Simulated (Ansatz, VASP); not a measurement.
## CsGa3Se2O6F6 in VASP and in Ansatz

```
CELL_PARAMETERS angstrom
7.18760 0.00000 0.00000
-3.59380 6.22464 0.00000
0.00000 0.00000 11.86810
ATOMIC_POSITIONS crystal
Cs 0.66667 0.33333 0.07628
Cs 0.33333 0.66667 0.57628
Ga 0.66719 0.83360 0.27022
Ga 0.83360 0.66719 0.77022
Ga 0.16640 0.83360 0.27022
Ga 0.33281 0.16640 0.77022
Ga 0.16640 0.33281 0.27022
Ga 0.83360 0.16640 0.77022
Se 0.00000 0.00000 0.48574
Se 0.00000 0.00000 0.98574
Se 0.33333 0.66667 0.05230
Se 0.66667 0.33333 0.55230
O 0.74877 0.87438 0.42460
O 0.87438 0.74877 0.92460
O 0.12562 0.87438 0.42460
O 0.25123 0.12562 0.92460
O 0.12562 0.25123 0.42460
O 0.87438 0.12562 0.92460
O 0.58417 0.79208 0.11300
O 0.79208 0.58417 0.61300
O 0.20792 0.79208 0.11300
O 0.41583 0.20792 0.61300
O 0.20792 0.41583 0.11300
O 0.79208 0.20792 0.61300
F 0.87055 0.74109 0.22845
F 0.12945 0.87055 0.72845
F 0.25891 0.12945 0.22845
F 0.12945 0.25891 0.72845
F 0.87055 0.12945 0.22845
F 0.74109 0.87055 0.72845
F 0.46300 0.92600 0.30813
F 0.53700 0.46300 0.80813
F 0.07400 0.53700 0.30813
F 0.53700 0.07400 0.80813
F 0.46300 0.53700 0.30813
F 0.92600 0.46300 0.80813
```

Alike in both runs: functional PBE; k mesh 4 × 4 × 2; occupations fermi-dirac, width 0.02 eV; no spin polarisation.

Ansatz relaxed the structure, and its values are those at the end. VASP's run is a single point on that final structure, the one shown.

|  | VASP | Ansatz |
| --- | --- | --- |
| version | VASP 6.6.1 | Ansatz 0.2.0 |
| potentials or method | VASP PAW PBE potentials, release 64 (Cs_sv, Ga_d, Se, O, F) | plane-wave PAW, scalar-relativistic |
| plane-wave cutoff (eV) | 520 | 420 |
| valence electrons in the cell | 276 | 316 |

|  | VASP | Ansatz | Ansatz less VASP |
| --- | --- | --- | --- |
| gap on the k mesh at the Fermi level (eV) | 4.96 | 4.98 | +0.019 |
| pressure (GPa) | 4.0 | 3.3 | -0.65 |
| rms of the force components (eV/Å) | 0.075 | 0.006 | -0.0695 |

The two sets of potentials don't hold the same shells in valence. Ansatz warned: «gradients_without_spin_orbit».

Caveats: spin-orbit coupling is left out, which moves the levels of the heavy elements. A k mesh can miss the band edges.
